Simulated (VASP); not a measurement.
An input for Ansatz (written as the equivalent of a VASP run, and not itself run):

Ansatz 0.2 input:
```yaml
crystal:
  lattice:
    - [1.9023000, -3.2948800, 0.0000000]
    - [1.9023000, 3.2948800, 0.0000000]
    - [0.0000000, 0.0000000, 5.1816000]
  atoms:
    - { symbol: Pt, position: [0.0000000, 0.0000000, 0.0000000] }
    - { symbol: Se, position: [0.3333330, 0.6666670, 0.2550000] }
    - { symbol: Se, position: [0.6666670, 0.3333330, 0.7450000] }
kpoints:
  mp_grid: { grid: [5, 5, 4] }
hamiltonian:
  xc: pbe
  pseudopotentials: { kind: paw }
scf:
  occupations: { method: gaussian, width: 0.05 }
  max_iter: 100
output: { forces: true, stress: true, eigenvalues: true }
```

**Question.** Translate this input to VASP (INCAR, KPOINTS, POSCAR, choice of POTCAR).

**Answer.** Several could match; the one computed here: 
**KPOINTS**
```
Automatic mesh
0
Gamma
5 5 4
0 0 0
```

### INCAR
```
! general
SYSTEM  = PtSe2
PREC    = Accurate
ENCUT   = 400   ! plane-wave cut-off (eV)
LREAL   = .FALSE.   ! projection in real space or not
LASPH   = .TRUE.   ! aspherical one-centre terms

! electronic loop
EDIFF   = 1E-6
NELM    = 100
ALGO    = Normal
LMAXMIX = 6   ! l cut-off of mixed one-centre charges

! smearing
ISMEAR  = 0   ! Gaussian
SIGMA   = 0.05

! functional
GGA     = PE   ! PBE

! ions
ISIF    = 2   ! forces and stress, cell fixed

! output
LWAVE   = .FALSE.
LCHARG  = .FALSE.
```

POSCAR:
```
PtSe2
1.0
  1.9023000000  -3.2948800000   0.0000000000
  1.9023000000   3.2948800000   0.0000000000
  0.0000000000   0.0000000000   5.1816000000
Pt Se
1 2
Cartesian
  0.0000000000   0.0000000000   0.0000000000
  1.9023000000   1.0982955299   1.3213080000
  1.9023000000  -1.0982955299   3.8602920000
```

POTCAR, in this order: Pt Se (PBE.64 set). Program: vasp_std.

Limits of the translation: each code has its own PAW files, so the cut-off isn't converted (ENCUT is set for VASP's; basis.ecutwfc is left out, and Ansatz then takes the one that its files recommend); Ansatz stops its SCF on the density residual and VASP on the energy change (EDIFF).

The compound is PtSe2 in the 1T layered structure. The cell was not relaxed at this level. The k-mesh is coarse (spacing up to 0.38 per Å, 2π included), so the numbers may not be converged in it.
